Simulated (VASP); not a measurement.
Given:

```
Cu
1.0
    0.00000     1.80500     1.80500
    1.80500     0.00000     1.80500
    1.80500     1.80500     0.00000
Cu
1
Direct
  0.00000   0.00000   0.00000
```

Level of theory: PBE GGA, VASP's PBE PAW potentials (set 64) (plane waves; VASP). Run with 400 eV cut-off, 16×16×16 Γ-centred mesh, first-order Methfessel-Paxton smearing of 0.10 eV, potentials Cu.

Question: Give the stress tensor in GPa (positive for a compressed cell).

Answer: 
```
2.26  0.00  0.00
0.00  2.26  0.00
0.00  0.00  2.26
```
The pressure is its mean diagonal, 2.26 GPa.

The compound is Cu in the fcc structure. The cell was not relaxed at this level.
